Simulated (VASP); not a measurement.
Here is a VASP 6.6.1 calculation.

File POSCAR:

```
ZnS
1.0
    0.0000000000      2.7020000000      2.7020000000
    2.7020000000      0.0000000000      2.7020000000
    2.7020000000      2.7020000000      0.0000000000
Zn S
1 1
Direct
    0.2500000000      0.2500000000      0.2500000000
    0.0000000000      0.0000000000      0.0000000000
```

The input INCAR.step1:

```
PREC = Accurate
ENCUT = 520
EDIFF = 1E-5
ISMEAR = 0
SIGMA = 0.02
LREAL = False
LASPH = True
NELM = 100
ALGO = Normal
ISIF = 2
LWAVE = True
LCHARG = False
KPAR = 4
GGA = PE
```

The input INCAR.step2:

```
PREC = Accurate
ENCUT = 520
EDIFF = 1E-7
ISMEAR = 0
SIGMA = 0.02
LREAL = False
LASPH = True
NELM = 100
ALGO = Normal
ISIF = 2
LWAVE = False
LCHARG = False
GGA = PE
LHFCALC = True
HFSCREEN = 0.2
PRECFOCK = Fast
KPAR = 4
ISTART = 1
```

KPOINTS

```
regular mesh
0
Gamma
  6 6 6
```

The input KPOINTS_OPT:

```
path GXWKGLUWLK,UX
12
line-mode
reciprocal
 0.0000000000  0.0000000000  0.0000000000  G
 0.5000000000  0.0000000000  0.5000000000  X

 0.5000000000  0.0000000000  0.5000000000  X
 0.5000000000  0.2500000000  0.7500000000  W

 0.5000000000  0.2500000000  0.7500000000  W
 0.3750000000  0.3750000000  0.7500000000  K

 0.3750000000  0.3750000000  0.7500000000  K
 0.0000000000  0.0000000000  0.0000000000  G

 0.0000000000  0.0000000000  0.0000000000  G
 0.5000000000  0.5000000000  0.5000000000  L

 0.5000000000  0.5000000000  0.5000000000  L
 0.6250000000  0.2500000000  0.6250000000  U

 0.6250000000  0.2500000000  0.6250000000  U
 0.5000000000  0.2500000000  0.7500000000  W

 0.5000000000  0.2500000000  0.7500000000  W
 0.5000000000  0.5000000000  0.5000000000  L

 0.5000000000  0.5000000000  0.5000000000  L
 0.3750000000  0.3750000000  0.7500000000  K

 0.6250000000  0.2500000000  0.6250000000  U
 0.5000000000  0.0000000000  0.5000000000  X
```

Potentials or basis: VASP PAW PBE potentials, release 64 (Zn, S).

Run with:

```console
$ cat potpaw_PBE.64/Zn/POTCAR potpaw_PBE.64/S/POTCAR > POTCAR
$ cp INCAR.step1 INCAR
$ mpirun -np 4 vasp_std > vasp.out
$ cp INCAR.step2 INCAR
$ mpirun -np 4 vasp_std > vasp.out
```

Problem. Estimate the band gap on the k mesh.

Solution. 3.34 eV, direct.

Problem. Estimate the pressure.

Solution. 0.9 GPa.

Problem. Predict the band gap along the path.

Solution. 3.34 eV, direct.

Levels at the corners of the path, in eV from the valence-band top:
```tsv
point	band 6	band 7	band 8	band 9	band 10	band 11	band 12	band 13
Γ	-7.41	0.00	0.00	0.00	3.34	7.70	7.70	7.70
X	-7.13	-4.99	-2.35	-2.35	4.40	5.28	12.57	13.72
X	-7.13	-4.99	-2.35	-2.35	4.40	5.28	12.57	13.72
W	-6.96	-4.83	-2.98	-2.86	6.80	7.56	9.25	9.44
W	-6.96	-4.83	-2.98	-2.86	6.80	7.56	9.25	9.44
K	-7.01	-4.90	-3.34	-1.91	5.24	7.30	10.78	11.30
K	-7.01	-4.90	-3.34	-1.91	5.24	7.30	10.78	11.30
Γ	-7.41	0.00	0.00	0.00	3.34	7.70	7.70	7.70
Γ	-7.41	0.00	0.00	0.00	3.34	7.70	7.70	7.70
L	-7.17	-5.60	-0.92	-0.92	4.56	8.20	8.20	10.23
L	-7.17	-5.60	-0.92	-0.92	4.56	8.20	8.20	10.23
U	-7.01	-4.90	-3.34	-1.91	5.24	7.30	10.78	11.30
U	-7.01	-4.90	-3.34	-1.91	5.24	7.30	10.78	11.30
W	-6.96	-4.83	-2.98	-2.86	6.80	7.56	9.25	9.44
W	-6.96	-4.83	-2.98	-2.86	6.80	7.56	9.25	9.44
L	-7.17	-5.60	-0.92	-0.92	4.56	8.20	8.20	10.23
L	-7.17	-5.60	-0.92	-0.92	4.56	8.20	8.20	10.23
K	-7.01	-4.90	-3.34	-1.91	5.24	7.30	10.78	11.30
U	-7.01	-4.90	-3.34	-1.91	5.24	7.30	10.78	11.30
X	-7.13	-4.99	-2.35	-2.35	4.40	5.28	12.57	13.72
```

Caveat: the PAW data sets were made with another functional, which shifts forces and pressure a little.

**Experimental background.**

From “Electronic, vibrational, and thermodynamic properties of ZnS (zincblende and rocksalt structure)”, 2009, arxiv:0911.5022, for a bulk crystal of ZnS at 19 K: band gap 3.85 eV (direct).

Measured gap of ZnS: 3.85 eV (direct; 19 K; quoted in “Electronic, vibrational, and thermodynamic properties of ZnS (zincblende and rocksalt structure)”, 2009, arxiv:0911.5022). This calculation gives 3.34 eV (-0.51 eV). The value is that of HSE06, without temperature or zero-point motion.
